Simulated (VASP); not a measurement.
Runs of VASP 6.6.1 on NaMgF3. All rows change the cell; the cell of one of them follows. It takes space group Pmmm (No. 47, orthorhombic). Conventional cell: a = 3.704 Å, b = 3.951 Å, c = 4.198 Å, α = 90.00°, β = 90.00°, γ = 90.00°. Na (site symmetry mmm) is surrounded by 12 F at 2.71 to 2.88 Å. Mg (site symmetry mmm) has 6 F at 1.85 to 2.10 Å as nearest neighbours. F (site symmetry mmm) has 2 Mg at 1.98 Å as nearest neighbours. F (site symmetry mmm) has 2 Mg at 1.85 Å as nearest neighbours. F (site symmetry mmm) is surrounded by 2 Mg at 2.10 Å. The cell comes from a database or a generator and needn't be the stable form of this composition.

| cell | gap on the mesh (eV) | pressure (GPa) |
| --- | --- | --- |
| strain +0.0625 x Voigt [1, -1, 0, 0, 0, 0], atoms carried along | (b) | -5.7 |
| strain +0.0250 x Voigt [1, -1, 0, 0, 0, 0], atoms carried along | (c) | -7.2 |
| strain +0.0375 x Voigt [1, -1, 0, 0, 0, 0], atoms carried along | (a) | -6.8 |
| strain +0.0875 x Voigt [1, -1, 0, 0, 0, 0], atoms carried along | 5.50 | -4.0 |

Alike in all rows: task single point; level LDA; potentials or basis VASP PAW LDA potentials, release 64 (Na_pv, Mg, F); no spin polarisation; k mesh 6 × 6 × 6; cutoff (eV) 520; smearing gaussian 0.05 eV.

**Question.** Fill in the values left out.

**Answer.** (a) 5.56; (b) 5.53; (c) 5.58.

A k mesh can miss the band edges.
